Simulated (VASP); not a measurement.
An input for Ansatz (written as the equivalent of a VASP run, and not itself run):

Ansatz 0.2 input:
```yaml
crystal:
  lattice:
    - [-0.0422056, 5.0796636, 5.1716425]
    - [5.0796636, -0.0422056, 5.1716425]
    - [2.5187290, 2.5187290, 0.0000000]
  atoms:
    - { symbol: Cd, position: [0.9949900, 0.9949900, 0.0100200] }
    - { symbol: S, position: [0.1534308, 0.1534308, 0.1931384] }
    - { symbol: S, position: [0.1382163, 0.5884094, 0.2733743] }
    - { symbol: S, position: [0.5884094, 0.1382163, 0.2733743] }
    - { symbol: S, position: [0.6249443, 0.6249443, 0.2501115] }
    - { symbol: Be, position: [0.0030313, 0.4982533, 0.9987154] }
    - { symbol: Be, position: [0.4982533, 0.0030313, 0.9987154] }
    - { symbol: Be, position: [0.4987246, 0.4987246, 0.0025507] }
kpoints:
  mp_grid: { grid: [4, 4, 8] }
hamiltonian:
  xc: pbesol
  pseudopotentials: { kind: paw }
scf:
  occupations: { method: tetrahedron }
  max_iter: 100
output: { forces: true, stress: true, eigenvalues: true }
```

### Question
Translate this input to VASP (INCAR, KPOINTS, POSCAR, choice of POTCAR).

### Answer
Several could match; the one computed here: 
POSCAR:
```
Be3CdS4
1
   -0.0422055776     5.0796636020     5.1716425260
    5.0796636020    -0.0422055776     5.1716425260
    2.5187290122     2.5187290122     0.0000000000
Cd S Be
1 4 3
Direct
  0.9949900142   0.9949900142   0.0100199716
  0.1534307772   0.1534307772   0.1931384456
  0.1382162991   0.5884093564   0.2733743446
  0.5884093564   0.1382162991   0.2733743446
  0.6249442739   0.6249442739   0.2501114523
  0.0030313271   0.4982533120   0.9987153608
  0.4982533120   0.0030313271   0.9987153608
  0.4987246402   0.4987246402   0.0025507196
```

INCAR:
```
SYSTEM = Be3CdS4
PREC = Accurate; ENCUT = 400; LREAL = .FALSE.
LASPH = .TRUE.
EDIFF = 1E-7; NELM = 100; ALGO = Normal
LMAXMIX = 4
ISMEAR = -5
GGA = PS
ISIF = 2
LWAVE = .FALSE.; LCHARG = .TRUE.; LORBIT = 11
NEDOS = 601
LEFG = .TRUE.
```

**KPOINTS**
```
Regular mesh
0
gamma
  4 4 8
0 0 0
```

POTCAR, in this order: Cd S Be (PBE.64 set). Program: vasp_std.

What does not carry over: each code has its own PAW files, so the cut-off isn't converted (ENCUT is set for VASP's; basis.ecutwfc is left out, and Ansatz then takes the one that its files recommend); Ansatz stops its SCF on the density residual and VASP on the energy change (EDIFF); the field gradients of LEFG aren't asked of the other code.

The structure was generated: Be3CdS4 was put into an ordered model structure (Amm2), which need not be its known phase. It was relaxed first.
